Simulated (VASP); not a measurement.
NbSi (relaxed from the zinc blende structure, space group F-43m): computed properties

Calculation: PBEsol GGA, VASP's PBE PAW potentials (set 64) (plane waves; VASP).

```json
{
 "space_group": "F-43m (216)",
 "cell": "a = b = c = 5.7005 Å, α = β = γ = 90.00°",
 "volume_per_atom": "23.16 Å³/atom",
 "band gap (over mesh and band path)": "none (metal, semimetal or under 0.01 eV)",
 "density": "4.34 g/cm³"
}
```

Space group F-43m (No. 216); a = b = c = 5.701 Å, α = β = γ = 90.00°

```tsv
atom	site	symmetry	x	y	z
Nb	4a	-43m	0.0000	0.0000	0.0000
Si	4d	-43m	0.7500	0.7500	0.7500
```
(The calculation used a cell of 2 atoms; values per cell refer to that cell.)

The structure was generated: NbSi was put into the zinc blende type (F-43m), which need not be its known phase. It was relaxed first, which changed the volume by -28 %. Symmetry was kept, so distortions that lower it aren't found. The electron count is odd and the run is not spin-polarised, which forces a metal.
